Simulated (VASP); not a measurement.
Output of a VASP run:

### OUTCAR
```
 ion  position               nearest neighbor table
   1  0.000  0.000  0.000-   2 1.83   2 1.83   2 1.83   2 1.83
   2  0.250  0.250  0.250-   1 1.83   1 1.83   1 1.83   1 1.83
  LATTYP: Found a face centered cubic cell.
 ALAT       =     4.2245095586
 Subroutine PRICEL returns:
 Original cell was already a primitive cell.
 Subroutine GETGRP returns: Found 24 space group operations
The static configuration has the point symmetry T_d .
The dynamic configuration has the point symmetry T_d .
 Subroutine INISYM returns: Found 24 space group operations
 Subroutine IBZKPT returns following result:
 Found     47 irreducible k-points:

 Following reciprocal coordinates:
            Coordinates               Weight
  0.000000  0.000000  0.000000      1.000000
  0.100000  0.000000  0.000000      8.000000
  0.200000  0.000000  0.000000      8.000000
  0.300000  0.000000  0.000000      8.000000
  0.400000  0.000000  0.000000      8.000000
  0.500000  0.000000  0.000000      4.000000
  0.100000  0.100000  0.000000      6.000000
  0.200000  0.100000  0.000000     24.000000
  0.300000  0.100000  0.000000     24.000000
  0.400000  0.100000  0.000000     24.000000
  0.500000  0.100000  0.000000     24.000000
 -0.400000  0.100000  0.000000     24.000000
 -0.300000  0.100000  0.000000     24.000000
 -0.200000  0.100000  0.000000     24.000000
 -0.100000  0.100000  0.000000     12.000000
  0.200000  0.200000  0.000000      6.000000
  0.300000  0.200000  0.000000     24.000000
  0.400000  0.200000  0.000000     24.000000
  0.500000  0.200000  0.000000     24.000000
 -0.400000  0.200000  0.000000     24.000000
 -0.300000  0.200000  0.000000     24.000000
 -0.200000  0.200000  0.000000     12.000000
  0.300000  0.300000  0.000000      6.000000
  0.400000  0.300000  0.000000     24.000000
  0.500000  0.300000  0.000000     24.000000
 -0.400000  0.300000  0.000000     24.000000
 -0.300000  0.300000  0.000000     12.000000
  0.400000  0.400000  0.000000      6.000000
  0.500000  0.400000  0.000000     24.000000
 -0.400000  0.400000  0.000000     12.000000
  0.500000  0.500000  0.000000      3.000000
  0.300000  0.200000  0.100000     24.000000
  0.400000  0.200000  0.100000     48.000000
  0.500000  0.200000  0.100000     48.000000
 -0.400000  0.200000  0.100000     24.000000
  0.400000  0.300000  0.100000     24.000000
  0.500000  0.300000  0.100000     48.000000
 -0.400000  0.300000  0.100000     48.000000
 -0.300000  0.300000  0.100000     48.000000
 -0.200000  0.300000  0.100000     24.000000
   k-points           NKPTS =     47   k-points in BZ     NKDIM =     47   number of bands    NBANDS=      8
   number of dos      NEDOS =    301   number of ions     NIONS =      2
   total plane-waves  NPLWV =  13824
   dimension x,y,z NGX =    24 NGY =   24 NGZ =   24
   dimension x,y,z NGXF=    48 NGYF=   48 NGZF=   48
   ions per type =               1   1
   PREC   = accura    normal or accurate (medium, high low for compatibility)
   ISTART =      0    job   : 0-new  1-cont  2-samecut
   ICHARG =      2    charge: 1-file 2-atom 10-const
   ISPIN  =      1    spin polarized calculation?
   LNONCOLLINEAR =      F non collinear calculations
   LSORBIT =      F    spin-orbit coupling
   INIWAV =      1    electr: 0-lowe 1-rand  2-diag
   ENCUT  =  600.0 eV  44.10 Ry    6.64 a.u.   5.97  5.97  5.97*2*pi/ulx,y,z
   NELM   =    100;   NELMIN=  2; NELMDL= -5     # of ELM steps
   EDIFF  = 0.1E-06   stopping-criterion for ELM
   LREAL  =      F    real-space projection
   NLSPLINE    = F    spline interpolate recip. space projectors
   LMAXMIX     =    2 max onsite mixed and CHGCAR
   VOSKOWN=      0    Vosko Wilk Nusair interpolation
   EDIFFG = 0.1E-05   stopping-criterion for IOM
   NSW    =      0    number of steps for IOM
   NBLOCK =      1;   KBLOCK =      1    inner block; outer block
   IBRION =     -1    ionic relax: 0-MD 1-quasi-New 2-CG
...
```

File OSZICAR:
```
       N       E                     dE             d eps       ncg     rms          rms(c)
DAV:   1     0.334176028496E+01    0.33418E+01   -0.47926E+03   776   0.996E+02
DAV:   2    -0.220252251781E+02   -0.25367E+02   -0.24000E+02  1136   0.123E+02
DAV:   3    -0.223808491811E+02   -0.35562E+00   -0.35562E+00   824   0.181E+01
DAV:   4    -0.223819536984E+02   -0.11045E-02   -0.11045E-02  1208   0.113E+00
DAV:   5    -0.223819539397E+02   -0.24130E-06   -0.24130E-06   816   0.147E-02    0.103E+01
DAV:   6    -0.190200597478E+02    0.33619E+01   -0.61023E+00   976   0.166E+01    0.599E+00
DAV:   7    -0.189746534174E+02    0.45406E-01   -0.93533E-01  1016   0.647E+00    0.206E+00
DAV:   8    -0.189400171054E+02    0.34636E-01   -0.43216E-01   752   0.603E+00    0.165E+00
DAV:   9    -0.191738977904E+02   -0.23388E+00   -0.58029E-02   792   0.275E+00    0.695E-01
DAV:  10    -0.191819173876E+02   -0.80196E-02   -0.74168E-03   936   0.981E-01    0.385E-01
DAV:  11    -0.192005811071E+02   -0.18664E-01   -0.70590E-03   784   0.102E+00    0.515E-02
DAV:  12    -0.191986609663E+02    0.19201E-02   -0.23737E-03   784   0.519E-01    0.997E-02
DAV:  13    -0.191992796561E+02   -0.61869E-03   -0.43792E-04   816   0.167E-01    0.494E-02
DAV:  14    -0.191993315153E+02   -0.51859E-04   -0.77643E-05   944   0.108E-01    0.144E-02
DAV:  15    -0.191993659204E+02   -0.34405E-04   -0.26447E-06   848   0.220E-02    0.648E-03
DAV:  16    -0.191993611893E+02    0.47311E-05   -0.20333E-07  1008   0.460E-03    0.402E-03
DAV:  17    -0.191993584470E+02    0.27423E-05   -0.99833E-07   848   0.669E-03    0.466E-03
DAV:  18    -0.191993543360E+02    0.41110E-05   -0.77253E-08   408   0.326E-03    0.837E-04
DAV:  19    -0.191993550921E+02   -0.75619E-06   -0.11391E-08   400   0.115E-03    0.531E-04
DAV:  20    -0.191993545935E+02    0.49868E-06   -0.23388E-09   400   0.621E-04    0.256E-04
DAV:  21    -0.191993548946E+02   -0.30118E-06   -0.16864E-09   384   0.549E-04    0.338E-05
DAV:  22    -0.191993548117E+02    0.82966E-07   -0.46796E-10   400   0.192E-04
   1 F= -.19199355E+02 E0= -.19199355E+02  d E =-.420336E-20
```

OUTCAR:
```
------------------------ aborting loop because EDIFF is reached ----------------------------------------
  FORCE on cell =-STRESS in cart. coord.  units (eV):
  Direction    XX          YY          ZZ          XY          YZ          ZX
  --------------------------------------------------------------------------------------
  Total        2.8864563      2.8864563      2.8864563      0.0000000      0.0000000     -0.0000000
  in kB      245.3616424    245.3616424    245.3616424      0.0000000      0.0000000     -0.0000000
  external PRESSURE =     245.3616424 kB  Pullay stress =       0.0000000 kB
  volume of cell :       18.85
      direct lattice vectors                 reciprocal lattice vectors
     0.000000000  2.112254779  2.112254779    -0.236713868  0.236713868  0.236713868
     2.112254779  0.000000000  2.112254779     0.236713868 -0.236713868  0.236713868
     2.112254779  2.112254779  0.000000000     0.236713868  0.236713868 -0.236713868
  FREE ENERGIE OF THE ION-ELECTRON SYSTEM (eV)
  ---------------------------------------------------
  free  energy   TOTEN  =       -19.1993548117 eV

  energy  without entropy=      -19.1993548117  energy(sigma->0) =      -19.19935481
```
(Selected blocks of OUTCAR.)

POSCAR:
```
SiC
1
    0.0000000000     2.1122547793     2.1122547793
    2.1122547793     0.0000000000     2.1122547793
    2.1122547793     2.1122547793     0.0000000000
Si C
1 1
Direct
  0.0000000000   0.0000000000   0.0000000000
  0.2500000000   0.2500000000   0.2500000000
```

Q: Write an INCAR and KPOINTS that could have produced this output.

A: This is not unique; one that fits is the input of the run itself, r2SCAN meta-GGA, plane waves, VASP's PBE PAW potentials (set 64).

INCAR:
```
SYSTEM = SiC
PREC = Accurate
ENCUT = 600
EDIFF = 1E-7
NELM = 100
ALGO = Normal
LREAL = .FALSE.
LASPH = .TRUE.
ISMEAR = 0
SIGMA = 0.05
METAGGA = R2SCAN
LMIXTAU = .TRUE.
LWAVE = .FALSE.
LCHARG = .FALSE.
ISIF = 2
```

### KPOINTS
```
Automatic mesh
0
Gamma
10 10 10
0 0 0
```

POTCAR, in this order: Si C (PBE.64 set). Program: vasp_std.

The compound is SiC in the zinc blende structure. This cell was strained or had an atom moved on purpose.
